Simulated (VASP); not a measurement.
Data:

```
CELL_PARAMETERS angstrom
      1.99400     1.15124    11.79667
     -1.99400     1.15124    11.79667
      0.00000    -2.30247    11.79667
ATOMIC_POSITIONS crystal
  Te 0.44300 0.44300 0.44300
  Te 0.55700 0.55700 0.55700
  Te 0.29500 0.29500 0.29500
  Te 0.70500 0.70500 0.70500
  Pt 0.00000 0.00000 0.00000
  Pt 0.14600 0.14600 0.14600
  Pt 0.85400 0.85400 0.85400
```

Method: PBEsol GGA, VASP's PBE PAW potentials (set 64) (plane waves; VASP). Numerical set-up: 300 eV cut-off, 4×4×4 Γ-centred mesh, Gaussian smearing of 0.10 eV, potentials Te Pt.

Give the energies of bands 18 to 31 at the high-symmetry points, in eV from the Fermi level.

```csv
band,Γ,T,H2,L,S0,F
18,-1.97,-2.31,-3.30,-3.00,-3.28,-3.09
19,-1.88,-1.82,-2.94,-2.99,-2.97,-2.84
20,-1.81,-1.82,-2.94,-2.68,-2.92,-2.64
21,-1.81,-1.66,-2.62,-2.64,-2.61,-2.59
22,-1.62,-0.68,-2.36,-2.34,-2.34,-2.57
23,-0.57,-0.59,-2.09,-2.33,-2.09,-2.34
24,-0.57,-0.59,-1.99,-2.31,-2.02,-2.15
25,0.59,0.01,-1.87,-1.68,-1.86,-1.68
26,0.59,0.83,-1.26,-1.46,-1.31,-1.61
27,1.23,0.83,-1.00,-0.86,-0.90,-1.20
28,2.12,1.44,-0.74,-0.62,-0.84,0.09
29,2.12,1.44,0.58,0.88,0.60,0.89
30,2.12,2.66,1.28,1.73,1.31,1.41
31,2.12,2.66,2.06,1.78,2.06,2.51
```

It has no gap at this level: it comes out as a metal or semimetal.

The structure comes from a measured Te4Pt3 entry of the Crystallography Open Database, whose conditions weren't checked. The cell was not relaxed at this level. The k-mesh is coarse (spacing up to 0.46 per Å, 2π included), so the numbers may not be converged in it.
